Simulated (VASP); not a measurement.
Input:

```
PbSe
1.0
    0.00000     3.08174     3.08174
    3.08174     0.00000     3.08174
    3.08174     3.08174     0.00000
Pb Se
1 1
Direct
  0.00000   0.00000   0.00000
  0.50000   0.50000   0.50000
```

Calculation: revTPSS meta-GGA, VASP's PBE PAW potentials (set 64) (plane waves; VASP). Run with 520 eV cut-off, 8×8×8 Γ-centred mesh, tetrahedra with Blöchl corrections, potentials Pb_d Se.

Unless said otherwise, spin-orbit coupling is left out, though it shifts the bands of the heavy elements here.

Q: Predict the energy per atom (σ→0), band gap (over mesh and band path) with the smallest direct gap where there is one.

A: 
```
Property                                                Value
---------------------------------------------  --------------
band gap (over mesh and band path)                    0.38 eV
smallest direct gap (over mesh and band path)         0.38 eV
energy per atom (σ→0)                          21.509 eV/atom
```

The compound is PbSe in the rock salt structure. It was relaxed first.
